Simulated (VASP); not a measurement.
Given:

```
CELL_PARAMETERS angstrom
      0.00000     3.05484     3.05484
      3.05484     0.00000     3.05484
      3.05484     3.05484     0.00000
ATOMIC_POSITIONS crystal
  In 0.00000 0.00000 0.00000
  As 0.25000 0.25000 0.25000
```

Computed with r2SCAN meta-GGA, VASP's PBE PAW potentials (set 64) (plane waves; VASP 6.6.1). Run with 520 eV cut-off, 8×8×8 Γ-centred mesh, tetrahedra with Blöchl corrections, potentials In_d As.

Unless said otherwise, spin-orbit coupling is left out, though it shifts the bands of the heavy elements here.

Problem. Give the energies of bands 7 to 12 at the high-symmetry points, in eV from the valence-band maximum.

Solution. 
```
band     Γ      X      U      L      W
----  ----  -----  -----  -----  -----
7     0.00  -5.80  -5.67  -5.72  -5.66
8     0.00  -2.29  -3.21  -0.97  -2.90
9     0.00  -2.29  -1.92  -0.97  -2.80
10    0.08   1.87   2.42   1.25   4.46
11    4.26   2.34   4.56   5.03   4.58
12    4.26   9.63   7.73   5.03   5.40
```

The gap is direct, 0.08 eV, from the valence maximum at Γ to the conduction minimum at Γ.

The compound is InAs in the zinc blende structure. It was relaxed first.
